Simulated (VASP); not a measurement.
Computed with PBE GGA, VASP's PBE PAW potentials (set 64) (plane waves; VASP).

The input files of a VASP run:

KPOINTS:
```
K-points
0
G
  11 11 11
0 0 0
```

### POSCAR
```
RuAl
1
    3.0013501380     0.0000000000     0.0000000000
   -0.0000000000     3.0013501380    -0.0000000000
    0.0000000000     0.0000000000     3.0013501380
Al Ru
1 1
Direct
  0.5000000000   0.5000000000   0.5000000000
  0.0000000000   0.0000000000   0.0000000000
```

**INCAR**
```
SYSTEM = RuAl
PREC = Accurate
ENCUT = 530
EDIFF = 1E-7
NELM = 100
ALGO = Normal
LREAL = .FALSE.
LASPH = .TRUE.
ISMEAR = 1
SIGMA = 0.1
GGA = PE
LMAXMIX = 4
LWAVE = .FALSE.
LCHARG = .FALSE.
IBRION = 6
ISIF = 3
NFREE = 2
POTIM = 0.015
NSW = 1
```

POTCAR, in this order: Al Ru_pv (PBE.64 set). Program: vasp_std.

Output of the run:

### OUTCAR
```
 ion  position               nearest neighbor table
   1  0.500  0.500  0.500-   2 2.60   2 2.60   2 2.60   2 2.60   2 2.60   2 2.60   2 2.60   2 2.60
  LATTYP: Found a simple cubic cell.
 ALAT       =     3.0013501380
 Subroutine PRICEL returns:
 Original cell was already a primitive cell.
 Subroutine GETGRP returns: Found 48 space group operations
The static configuration has the point symmetry O_h .
The dynamic configuration has the point symmetry O_h .
 Subroutine INISYM returns: Found 48 space group operations
 Subroutine IBZKPT returns following result:
 Found     56 irreducible k-points:

 Following reciprocal coordinates:
            Coordinates               Weight
  0.000000  0.000000  0.000000      1.000000
  0.090909  0.000000  0.000000      6.000000
  0.181818  0.000000  0.000000      6.000000
  0.272727  0.000000  0.000000      6.000000
  0.363636  0.000000  0.000000      6.000000
  0.454545  0.000000  0.000000      6.000000
  0.090909  0.090909  0.000000     12.000000
  0.181818  0.090909  0.000000     24.000000
  0.272727  0.090909  0.000000     24.000000
  0.363636  0.090909  0.000000     24.000000
  0.454545  0.090909  0.000000     24.000000
  0.181818  0.181818  0.000000     12.000000
  0.272727  0.181818  0.000000     24.000000
  0.363636  0.181818  0.000000     24.000000
  0.454545  0.181818  0.000000     24.000000
  0.272727  0.272727  0.000000     12.000000
  0.363636  0.272727  0.000000     24.000000
  0.454545  0.272727  0.000000     24.000000
  0.363636  0.363636  0.000000     12.000000
  0.454545  0.363636  0.000000     24.000000
  0.454545  0.454545  0.000000     12.000000
  0.090909  0.090909  0.090909      8.000000
  0.181818  0.090909  0.090909     24.000000
  0.272727  0.090909  0.090909     24.000000
  0.363636  0.090909  0.090909     24.000000
...
```

OSZICAR:
```
...
DAV:   8    -0.142481119279E+02    0.11843E-06   -0.19824E-07  8500   0.498E-03    0.226E-03
DAV:   9    -0.142481119771E+02   -0.49169E-07   -0.39912E-08  4576   0.222E-03
   8 F= -.14248112E+02 E0= -.14247727E+02  d E =-.115529E-02
       N       E                     dE             d eps       ncg     rms          rms(c)
DAV:   1    -0.143233844772E+02   -0.75273E-01   -0.14902E+00  9892   0.114E+01    0.175E+00
DAV:   2    -0.142606787844E+02    0.62706E-01   -0.51605E-02 10224   0.257E+00    0.727E-01
DAV:   3    -0.142480715389E+02    0.12607E-01   -0.30929E-02 12428   0.162E+00    0.194E-01
DAV:   4    -0.142480841443E+02   -0.12605E-04   -0.86748E-04  9364   0.368E-01    0.129E-01
DAV:   5    -0.142481084099E+02   -0.24266E-04   -0.85223E-05 11128   0.141E-01    0.324E-02
DAV:   6    -0.142481119551E+02   -0.35451E-05   -0.12509E-05 12816   0.282E-02    0.116E-02
DAV:   7    -0.142481119766E+02   -0.21491E-07   -0.61525E-07  9348   0.112E-02
   9 F= -.14248112E+02 E0= -.14247727E+02  d E =-.115521E-02
       N       E                     dE             d eps       ncg     rms          rms(c)
DAV:   1    -0.142817460165E+02   -0.33634E-01   -0.13045E+00  9752   0.108E+01    0.102E+00
DAV:   2    -0.142565937486E+02    0.25152E-01   -0.23127E-02 10348   0.182E+00    0.492E-01
DAV:   3    -0.142481439609E+02    0.84498E-02   -0.15392E-02 12056   0.119E+00    0.149E-01
DAV:   4    -0.142479935795E+02    0.15038E-03   -0.16767E-03 11936   0.493E-01    0.434E-02
DAV:   5    -0.142481035783E+02   -0.11000E-03   -0.16889E-04 11896   0.135E-01    0.129E-02
DAV:   6    -0.142481092027E+02   -0.56244E-05   -0.85753E-06 12072   0.329E-02    0.680E-03
DAV:   7    -0.142481120564E+02   -0.28537E-05   -0.32887E-07  9424   0.610E-03    0.653E-04
DAV:   8    -0.142481121116E+02   -0.55131E-07   -0.10510E-08  4712   0.130E-03
  10 F= -.14248112E+02 E0= -.14247727E+02  d E =-.115530E-02
       N       E                     dE             d eps       ncg     rms          rms(c)
DAV:   1    -0.143233782414E+02   -0.75266E-01   -0.15546E+00  9276   0.116E+01    0.175E+00
DAV:   2    -0.142606904658E+02    0.62688E-01   -0.51681E-02  9968   0.257E+00    0.726E-01
DAV:   3    -0.142480662217E+02    0.12624E-01   -0.30472E-02 12256   0.161E+00    0.189E-01
DAV:   4    -0.142480835097E+02   -0.17288E-04   -0.89945E-04  9296   0.376E-01    0.121E-01
DAV:   5    -0.142481082416E+02   -0.24732E-04   -0.81348E-05 11472   0.127E-01    0.328E-02
DAV:   6    -0.142481120729E+02   -0.38313E-05   -0.10864E-05 12564   0.270E-02    0.130E-02
DAV:   7    -0.142481119727E+02    0.10019E-06   -0.86296E-07  9452   0.136E-02    0.243E-03
DAV:   8    -0.142481119900E+02   -0.17306E-07   -0.53597E-08  4684   0.273E-03
  11 F= -.14248112E+02 E0= -.14247727E+02  d E =-.115535E-02
       N       E                     dE             d eps       ncg     rms          rms(c)
DAV:   1    -0.142565246137E+02   -0.84126E-02   -0.13597E+00  9380   0.108E+01    0.102E+00
DAV:   2    -0.142408018989E+02    0.15723E-01   -0.23274E-02 10268   0.184E+00    0.493E-01
DAV:   3    -0.142430415065E+02   -0.22396E-02   -0.14975E-02 11576   0.119E+00    0.148E-01
DAV:   4    -0.142454664496E+02   -0.24249E-02   -0.10982E-03 11984   0.378E-01    0.692E-02
DAV:   5    -0.142480356675E+02   -0.25692E-02   -0.41657E-04 12332   0.213E-01    0.171E-02
DAV:   6    -0.142480899876E+02   -0.54320E-04   -0.18840E-05 10180   0.570E-02    0.925E-03
DAV:   7    -0.142481166873E+02   -0.26700E-04   -0.75075E-07 10344   0.850E-03    0.810E-04
DAV:   8    -0.142481128053E+02    0.38820E-05   -0.21875E-08  4812   0.168E-03    0.328E-04
DAV:   9    -0.142481122745E+02    0.53079E-06   -0.34976E-09  4588   0.586E-04    0.103E-04
DAV:  10    -0.142481120261E+02    0.24839E-06   -0.11098E-09  4532   0.287E-04    0.287E-05
DAV:  11    -0.142481120164E+02    0.97605E-08   -0.41689E-10  4500   0.151E-04
  12 F= -.14248112E+02 E0= -.14247727E+02  d E =-.115531E-02
       N       E                     dE             d eps       ncg     rms          rms(c)
DAV:   1    -0.143233744321E+02   -0.75262E-01   -0.15389E+00  9540   0.117E+01    0.175E+00
DAV:   2    -0.142606726964E+02    0.62702E-01   -0.51951E-02 10008   0.257E+00    0.726E-01
DAV:   3    -0.142480696400E+02    0.12603E-01   -0.30689E-02 12356   0.162E+00    0.192E-01
DAV:   4    -0.142480835145E+02   -0.13875E-04   -0.86770E-04  9412   0.372E-01    0.124E-01
DAV:   5    -0.142481086840E+02   -0.25169E-04   -0.81672E-05 11324   0.134E-01    0.313E-02
DAV:   6    -0.142481120014E+02   -0.33174E-05   -0.12277E-05 12956   0.276E-02    0.125E-02
DAV:   7    -0.142481119791E+02    0.22257E-07   -0.73228E-07  9420   0.125E-02
  13 F= -.14248112E+02 E0= -.14247727E+02  d E =-.115522E-02
       N       E                     dE             d eps       ncg     rms          rms(c)
DAV:   1    -0.142410734539E+02    0.70385E-02   -0.66787E-01  3204   0.822E+00    0.538E-01
DAV:   2    -0.142402635715E+02    0.80988E-03   -0.89858E-03  3544   0.118E+00    0.336E-01
DAV:   3    -0.142481967832E+02   -0.79332E-02   -0.12450E-02  3912   0.107E+00    0.532E-02
DAV:   4    -0.142495103568E+02   -0.13136E-02   -0.62288E-04  3884   0.249E-01    0.249E-02
DAV:   5    -0.142496011136E+02   -0.90757E-04   -0.17025E-05  3904   0.393E-02    0.770E-03
DAV:   6    -0.142496187224E+02   -0.17609E-04   -0.72727E-07  3544   0.109E-02    0.289E-03
DAV:   7    -0.142496136723E+02    0.50501E-05   -0.41232E-08  1772   0.292E-03    0.278E-04
DAV:   8    -0.142496130891E+02    0.58318E-06   -0.59728E-09  1596   0.104E-03    0.892E-05
DAV:   9    -0.142496130115E+02    0.77592E-07   -0.10454E-09  1584   0.381E-04
  14 F= -.14249613E+02 E0= -.14249179E+02  d E =-.130275E-02
       N       E                     dE             d eps       ncg     rms          rms(c)
DAV:   1    -0.142499366493E+02   -0.32356E-03   -0.72144E-02  3024   0.194E+00    0.888E-02
DAV:   2    -0.142496750199E+02    0.26163E-03   -0.10658E-03  3452   0.359E-01    0.464E-02
DAV:   3    -0.142496113892E+02    0.63631E-04   -0.23103E-04  3356   0.135E-01    0.125E-02
DAV:   4    -0.142496126852E+02   -0.12961E-05   -0.97378E-06  3436   0.468E-02    0.543E-03
DAV:   5    -0.142496130053E+02   -0.32009E-06   -0.38527E-07  3428   0.913E-03    0.171E-03
DAV:   6    -0.142496129995E+02    0.58212E-08   -0.37303E-08  1688   0.413E-03
  15 F= -.14249613E+02 E0= -.14249179E+02  d E =-.130279E-02
       N       E                     dE             d eps       ncg     rms          rms(c)
DAV:   1    -0.142407307893E+02    0.88822E-02   -0.16434E+00  3432   0.266E+01    0.192E-01
DAV:   2    -0.142495627536E+02   -0.88320E-02   -0.91922E-02  3024   0.346E+00    0.817E-02
DAV:   3    -0.142496110789E+02   -0.48325E-04   -0.56815E-04  3768   0.241E-01    0.463E-02
DAV:   4    -0.142496132465E+02   -0.21676E-05   -0.32782E-05  3364   0.888E-02    0.958E-03
DAV:   5    -0.142496139045E+02   -0.65804E-06   -0.15332E-06  3660   0.166E-02    0.387E-03
DAV:   6    -0.142496139344E+02   -0.29930E-07   -0.15444E-07  1976   0.810E-03
  16 F= -.14249614E+02 E0= -.14249180E+02  d E =-.130281E-02
       N       E                     dE             d eps       ncg     rms          rms(c)
DAV:   1    -0.142251600351E+02    0.24454E-01   -0.46897E+00  3392   0.441E+01    0.284E-01
DAV:   2    -0.142496327035E+02   -0.24473E-01   -0.25235E-01  3024   0.598E+00    0.144E-01
DAV:   3    -0.142496339164E+02   -0.12129E-05   -0.16946E-03  3772   0.419E-01    0.778E-02
DAV:   4    -0.142496124548E+02    0.21462E-04   -0.16503E-04  3360   0.160E-01    0.150E-02
DAV:   5    -0.142496136032E+02   -0.11485E-05   -0.61393E-06  3412   0.289E-02    0.779E-03
DAV:   6    -0.142496139409E+02   -0.33762E-06   -0.74858E-07  3440   0.100E-02    0.817E-04
DAV:   7    -0.142496139354E+02    0.54526E-08   -0.26566E-08  1624   0.186E-03
  17 F= -.14249614E+02 E0= -.14249180E+02  d E =-.130275E-02
```

File OUTCAR:
```
------------------------ aborting loop because EDIFF is reached ----------------------------------------
  FORCE on cell =-STRESS in cart. coord.  units (eV):
  Direction    XX          YY          ZZ          XY          YZ          ZX
  --------------------------------------------------------------------------------------
  Total        0.0819159      0.0850155      0.0850155      0.0000000      0.0000000     -0.0000000
  in kB        4.8543238      5.0380085      5.0380085      0.0000000      0.0000000     -0.0000000
  external PRESSURE =       4.9767803 kB  Pullay stress =       0.0000000 kB
  volume of cell :       27.04
      direct lattice vectors                 reciprocal lattice vectors
     3.001350138  0.000000000  0.000000000     0.333183385  0.000000000  0.000000000
     0.000000000  3.001350138  0.000000000     0.000000000  0.333183385  0.000000000
     0.000000000  0.000000000  3.001350138     0.000000000  0.000000000  0.333183385
 POSITION                                       TOTAL-FORCE (eV/Angst)
 -----------------------------------------------------------------------------------
      1.50068      1.50068      1.50068        -0.113625      0.000000     -0.000000
     -0.01500      0.00000      0.00000         0.113625     -0.000000      0.000000
 -----------------------------------------------------------------------------------
    total drift:                                0.000087      0.000000     -0.000001
  FREE ENERGIE OF THE ION-ELECTRON SYSTEM (eV)
  ---------------------------------------------------
  free  energy   TOTEN  =       -14.2496139354 eV

  energy  without entropy=      -14.2483111831  energy(sigma->0) =      -14.24917968

   1 f  =    9.326282 THz    58.598758 2PiTHz  311.091283 cm-1    38.570386 meV
             X         Y         Z           dx          dy          dz
      1.500675  1.500675  1.500675    -0.888360   -0.000000   -0.000000
      0.000000  0.000000  0.000000     0.459148    0.000000    0.000000

   2 f  =    9.326282 THz    58.598758 2PiTHz  311.091283 cm-1    38.570386 meV
             X         Y         Z           dx          dy          dz
      1.500675  1.500675  1.500675     0.000000   -0.888360   -0.000000
      0.000000  0.000000  0.000000     0.000000    0.459148    0.000000

   3 f  =    9.326282 THz    58.598758 2PiTHz  311.091283 cm-1    38.570386 meV
             X         Y         Z           dx          dy          dz
      1.500675  1.500675  1.500675    -0.000000   -0.000000    0.888360
      0.000000  0.000000  0.000000     0.000000   -0.000000   -0.459148

   4 f/i=    0.001277 THz     0.008024 2PiTHz    0.042599 cm-1     0.005282 meV
             X         Y         Z           dx          dy          dz
      1.500675  1.500675  1.500675    -0.000000   -0.340157    0.308399
      0.000000  0.000000  0.000000    -0.000000   -0.658136    0.596691

   5 f/i=    0.001277 THz     0.008024 2PiTHz    0.042599 cm-1     0.005282 meV
             X         Y         Z           dx          dy          dz
      1.500675  1.500675  1.500675    -0.459148   -0.000000   -0.000000
      0.000000  0.000000  0.000000    -0.888360    0.000000    0.000000

   6 f/i=    0.001277 THz     0.008024 2PiTHz    0.042599 cm-1     0.005282 meV
             X         Y         Z           dx          dy          dz
      1.500675  1.500675  1.500675     0.000000    0.308399    0.340157
      0.000000  0.000000  0.000000     0.000000    0.596691    0.658136

 ELASTIC MODULI CONTR FROM IONIC RELAXATION (kBar)
 Direction    XX          YY          ZZ          XY          YZ          ZX
 --------------------------------------------------------------------------------
 XX           0.0000      0.0000      0.0000      0.0000      0.0000      0.0000
 YY           0.0000      0.0000      0.0000      0.0000      0.0000      0.0000
 ZZ           0.0000      0.0000      0.0000      0.0000      0.0000      0.0000
 XY           0.0000      0.0000      0.0000      0.0000      0.0000      0.0000
 YZ           0.0000      0.0000      0.0000      0.0000      0.0000      0.0000
 ZX           0.0000      0.0000      0.0000      0.0000      0.0000      0.0000
 --------------------------------------------------------------------------------

 TOTAL ELASTIC MODULI (kBar)
 Direction    XX          YY          ZZ          XY          YZ          ZX
 --------------------------------------------------------------------------------
 XX        3068.5935   1548.2642   1548.2642     -0.0000      0.0000      0.0000
 YY        1548.2642   3068.5935   1548.2642      0.0000     -0.0000     -0.0000
 ZZ        1548.2642   1548.2642   3068.5935      0.0000     -0.0000     -0.0000
 XY          -0.0000      0.0000      0.0000   1244.6516      0.0000      0.0000
 YZ           0.0000     -0.0000     -0.0000      0.0000   1244.6516      0.0000
 ZX           0.0000     -0.0000     -0.0000      0.0000      0.0000   1244.6516
 --------------------------------------------------------------------------------
```
(Selected blocks of OUTCAR.)

Finite-difference elastic constants of metals are sensitive to mesh and smearing; shear constants can be off by tens of GPa.

The compound is RuAl in the CsCl type structure. It was relaxed first. The electron count is odd and the run is not spin-polarised, which forces a metal.
